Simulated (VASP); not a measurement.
Consider the following.

```xyz
6
Lattice="-2.1807 2.1807 3.3282 2.1807 -2.1807 3.3282 2.1807 2.1807 -3.3282" Properties=species:S:1:pos:R:3 pbc="T T T"
B      0.0000     2.1807     1.6641
P      2.1807    -2.1807     3.3282
O      0.5961     1.1242     0.8445
O      1.5846     1.0566     4.1727
O      3.2373     0.5961    -0.8445
O     -1.0566     1.5846     2.4838
```

These are r2SCAN meta-GGA, VASP's PBE PAW potentials (set 64) (plane waves; VASP 6.6.1) values and carry that method's errors. Run with 520 eV cut-off, 8×8×8 Γ-centred mesh, tetrahedra with Blöchl corrections, potentials B P O.

Give the energies of bands 6 to 18 at the high-symmetry points, in eV from the valence-band maximum.

```csv
band,Γ,X,P,N,M,S,R
6,-7.17,-8.74,-8.67,-7.33,-8.22,-7.94,-8.50
7,-7.17,-6.02,-6.24,-6.63,-6.19,-6.47,-6.14
8,-6.53,-5.92,-6.08,-6.27,-6.19,-6.03,-6.08
9,-3.34,-3.43,-3.46,-3.48,-3.08,-3.61,-3.52
10,-2.34,-3.41,-3.32,-2.92,-2.72,-2.93,-3.35
11,-1.58,-2.36,-2.05,-2.42,-2.37,-2.56,-2.32
12,-1.24,-2.26,-1.96,-1.69,-2.37,-1.98,-2.26
13,-1.24,-0.98,-1.10,-1.50,-2.17,-1.39,-1.07
14,-1.12,-0.56,-0.57,-0.74,-1.94,-1.23,-0.76
15,-0.18,-0.13,-0.28,-0.37,0.00,-0.26,-0.31
16,-0.18,-0.12,-0.26,-0.02,0.00,-0.12,-0.17
17,8.27,10.71,10.71,10.09,10.70,10.20,10.51
18,9.48,10.90,10.72,10.82,10.70,10.63,10.77
```

The gap is indirect, 8.27 eV, from the valence maximum at M to the conduction minimum at Γ.

The compound is BPO4 in the sg82 structure. It was relaxed first.
